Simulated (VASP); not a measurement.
VASP input:

**KPOINTS**
```
kpoints
0
gamma
  12 12 12
```

**INCAR**
```
SYSTEM = YSi
PREC = Accurate
ENCUT = 400
EDIFF = 1E-7
NELM = 100
ALGO = Normal
LREAL = .FALSE.
LASPH = .TRUE.
ISMEAR = -5
GGA = PS
LMAXMIX = 4
LWAVE = .FALSE.
LCHARG = .TRUE.
LORBIT = 11
NEDOS = 601
ISIF = 2
```

POSCAR:
```
YSi
1
    3.4974327932     0.0000000000    -0.0000000000
   -0.0000000000     3.4974327932    -0.0000000000
    0.0000000000     0.0000000000     3.4974327932
Y Si
1 1
Direct
  0.0000000000   0.0000000000   0.0000000000
  0.5000000000   0.5000000000   0.5000000000
```

POTCAR, in this order: Y_sv Si (PBE.64 set). Program: vasp_std.

### Question
Write an equivalent input for Ansatz.

### Answer
One equivalent input (not run):
Ansatz 0.2 input:
```yaml
crystal:
  lattice:
    - [3.4974328, 0.0000000, 0.0000000]
    - [0.0000000, 3.4974328, 0.0000000]
    - [0.0000000, 0.0000000, 3.4974328]
  atoms:
    - { symbol: Y, position: [0.0000000, 0.0000000, 0.0000000] }
    - { symbol: Si, position: [0.5000000, 0.5000000, 0.5000000] }
kpoints:
  mp_grid: { grid: [12, 12, 12] }
hamiltonian:
  xc: pbesol
  pseudopotentials: { kind: paw }
scf:
  occupations: { method: tetrahedron }
  max_iter: 100
output: { forces: true, stress: true, eigenvalues: true }
```
Limits of the translation: each code has its own PAW files, so the cut-off isn't converted (ENCUT is set for VASP's; basis.ecutwfc is left out, and Ansatz then takes the one that its files recommend); Ansatz stops its SCF on the density residual and VASP on the energy change (EDIFF).

The structure was generated: YSi was put into the CsCl type (Pm-3m), which need not be its known phase. It was relaxed first.
